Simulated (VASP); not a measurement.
Computed with PBE GGA with D3 dispersion (zero damping), VASP's PBE PAW potentials (set 64) (plane waves; VASP).

Input for VASP

### POSCAR
```
FePt
1
    2.6332921091     0.0000000000     0.0000000000
    0.0000000000     2.6332921091     0.0000000000
    0.0000000000     0.0000000000     3.6646132532
Fe Pt
1 1
Direct
  0.0000000000   0.0000000000   0.0000000000
  0.5000000000   0.5000000000   0.5000000000
```

**KPOINTS**
```
Automatic mesh
0
gamma
 13 13 10
```

### INCAR
```
SYSTEM = FePt
PREC = Accurate
ENCUT = 520
EDIFF = 1E-7
NELM = 100
ALGO = Normal
LREAL = .FALSE.
LASPH = .TRUE.
ISMEAR = 1
SIGMA = 0.1
GGA = PE
IVDW = 11
LMAXMIX = 6
ISPIN = 2
MAGMOM = 2.9 0.3
LORBIT = 10
LWAVE = .FALSE.
LCHARG = .FALSE.
ISIF = 4
IBRION = 2
NSW = 30
EDIFFG = -0.01
```

POTCAR, in this order: Fe Pt (PBE.64 set). Program: vasp_std.

Unless said otherwise, spin-orbit coupling is left out, though it shifts the bands of the heavy elements here.

**Question.** What does the run give for the energy per atom (σ→0), cell moment, dispersion energy, band gap (on the k-mesh)?

**Answer.** 
```yaml
energy per atom (σ→0): -7.939 eV/atom
cell_moment: 3.13 μB
dispersion_energy: -1.250 eV
band gap (on the k-mesh): none (metal, semimetal or under 0.01 eV)
```

### OSZICAR
```
...
DAV:   1    -0.146272542589E+02   -0.73047E-03   -0.19670E-02 11256   0.115E+00    0.127E-01
DAV:   2    -0.146271269271E+02    0.12733E-03   -0.10216E-03 13725   0.831E-01    0.149E-01
DAV:   3    -0.146269797887E+02    0.14714E-03   -0.46640E-04 12813   0.623E-01    0.655E-02
DAV:   4    -0.146269366060E+02    0.43183E-04   -0.63936E-05 13694   0.900E-02    0.250E-02
DAV:   5    -0.146269337999E+02    0.28061E-05   -0.82010E-06 14586   0.600E-02    0.688E-03
DAV:   6    -0.146269335600E+02    0.23990E-06   -0.55367E-07 11268   0.769E-03    0.337E-03
DAV:   7    -0.146269335483E+02    0.11652E-07   -0.63092E-08  6307   0.333E-03
   2 F= -.15876776E+02 E0= -.15877152E+02  d E =-.828211E-04  mag=     3.1272
```

The compound is FePt in the L1_0 structure. This cell is one point of a volume scan, at 0.94 of the reference volume. Symmetry was kept, so distortions that lower it aren't found.
